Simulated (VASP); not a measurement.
VASP runs on I (space group Cmce) share one base input (PBE GGA, plane waves, VASP's PBE PAW potentials (set 64)) and change the settings named in each case.

File POSCAR:
```
I
4.3674390
  0.5501860472  -0.8350422296   0.0000000000
  0.5501860472   0.8350422296   0.0000000000
  0.0000000000   0.0000000000   2.2489855039
I
4
Direct
  0.8460000000   0.8460000000   0.8830000000
  0.6540000000   0.6540000000   0.3830000000
  0.3460000000   0.3460000000   0.6170000000
  0.1540000000   0.1540000000   0.1170000000
```

**KPOINTS**
```
K-points
0
gamma
4 4 2
0 0 0
```

INCAR:
```
SYSTEM = I
PREC = Accurate
ENCUT = 300
EDIFF = 1E-6
NELM = 100
ALGO = Normal
LREAL = .FALSE.
LASPH = .TRUE.
ISMEAR = -1
SIGMA = 0.01
GGA = PE
LMAXMIX = 4
LWAVE = .FALSE.
LCHARG = .FALSE.
ISIF = 2
```

POTCAR, in this order: I (PBE.64 set). Program: vasp_std.

| change | E(σ→0) (eV/atom) | pressure (GPa) | largest force (eV/Å) |
|---|---|---|---|
| base run | -1.4871 | 0.78 | 0.384 |
| GGA removed, POTCAR I (LDA.64 set) | -1.9558 | (withheld) | (withheld) |
| GGA_COMPAT = .FALSE., LNONCOLLINEAR = .TRUE., LSORBIT = .TRUE., MAGMOM = 0.0 0.0 0.0 0.0 0.0 0.0 0.0 0.0 0.0 0.0 0.0 0.0, program vasp_ncl | -1.6427 | 1.09 | 0.522 |
| KPOINTS 6×6×3 Γ-centred mesh | -1.4888 | (withheld) | (withheld) |

Some entries are withheld; supply them.

- KPOINTS 6×6×3 Γ-centred mesh, pressure (GPa): 0.75
- KPOINTS 6×6×3 Γ-centred mesh, largest force (eV/Å): 0.395
- GGA removed, POTCAR I (LDA.64 set), pressure (GPa): -1.80
- GGA removed, POTCAR I (LDA.64 set), largest force (eV/Å): 0.304

Energies of different potentials or functionals have different zeros. Unless said otherwise, spin-orbit coupling is left out, though it shifts the bands of the heavy elements here.

Left out are runs that ran out of time, are held back, or changed the cell or the kind of run, fixed moments of cells without a moment, rows past the twelfth, gaps on odd meshes, pressures of charged cells and columns that move by less than the noise.

The structure is a typed I crystal. The cell was not relaxed at this level, forces remain on its atoms, its lattice was scaled by up to 2.5 %.
